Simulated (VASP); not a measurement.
All values below come from vdW-DF-cx, VASP's PBE PAW potentials (set 64) (plane waves; VASP). For the first row: Settings: 520 eV cut-off, 12×12×12 Γ-centred mesh, first-order Methfessel-Paxton smearing of 0.10 eV, potentials Al Ru_pv.

```json
[
 {"system": "RuAl (CsCl type)", "energy (eV/atom)": "-5.2498"},
 {"system": "Al (fcc)", "energy (eV/atom)": "-2.6303"},
 {"system": "Ru (hcp)", "energy (eV/atom)": "-6.6316"}
]
```

The references are the elements' solids at the same level; no temperature or zero-point terms are added.

What is the formation energy per atom of RuAl?

The references average (1×(-2.6303) + 1×(-6.6316))/2 = -4.6310 eV, so the formation energy is -5.2498 − (-4.6310) = -0.619 eV/atom.
